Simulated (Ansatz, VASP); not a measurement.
**Two plane-wave programs on Ti3Fe**

```xyz
4
Lattice="3.0184 0.0000 0.0000 -1.5092 2.6140 0.0000 0.0000 0.0000 8.0948" Properties=species:S:1:pos:R:3 pbc="T T T"
Fe    1.5092    0.8713    0.0000
Ti    0.0000    1.7427    6.3535
Ti    0.0000    1.7427    1.7413
Ti    1.5092    0.8713    4.0474
```

Change from the starting cell: volume scaled by 1.02.

Alike in both runs: task single point; functional PBE; k mesh 10 × 10 × 4; occupations fermi-dirac, width 0.05 eV; collinear spin, ferromagnetic start.

|  | VASP | Ansatz |
| --- | --- | --- |
| version | VASP 6.6.1 | Ansatz 0.2.0 |
| potentials or method | VASP PAW PBE potentials, release 64 (Fe, Ti_sv) | Ansatz PAW |
| plane-wave cutoff (eV) | 520 | 420 |
| valence electrons in the cell | 44 | 52 |

```csv
,VASP,Ansatz,Ansatz less VASP
gap on the k mesh at the Fermi level (eV),none,none,-
pressure (GPa),-2.2,-1.9,+0.30
largest component of the traceless stress (GPa),1.12,1.21,+0.085
rms of the force components (eV/Å),0.015,0.013,-0.0024
net moment per atom (μB),0.09,0.09,-0.001
size of the moment on the site where the two differ most (μB),0.15,0.13,-0.017
```

Site moments also hang on the region over which each program counts them. Atom by atom the forces differ by 0.002 eV/Å (rms over components). A gap of «none» marks a metal or a gap that the smearing closes. The two sets of potentials don't hold the same shells in valence.

Caveats: the starting moments weren't kept (Ansatz).
